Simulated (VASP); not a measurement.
Data:

```
SnSe2
1.0
    1.93214    -3.34656     0.00000
    1.93214     3.34656     0.00000
    0.00000     0.00000     6.16866
Sn Se
1 2
Direct
  0.00000   0.00000   0.00000
  0.33333   0.66667   0.25877
  0.66667   0.33333   0.74123
```

All values below come from rev-vdW-DF2, VASP's PBE PAW potentials (set 64) (plane waves; VASP). Run with 520 eV cut-off, 7×7×4 Γ-centred mesh, tetrahedra with Blöchl corrections, potentials Sn_d Se.

The cores are frozen, which limits the accuracy of field gradients.

### Question
Give the principal components of the electric field gradient (V/Å²) and the asymmetry η at each nucleus.

### Answer

| atom | Vxx | Vyy | Vzz | η |
|---|---|---|---|---|
| Sn1 | -2.7 | -2.6 | 5.3 | 0.00 |
| Se2 | 30.4 | 30.4 | -60.9 | 0.00 |
| Se3 | 30.4 | 30.4 | -60.9 | 0.00 |

The compound is SnSe2 in the 1T layered structure. It was relaxed first.
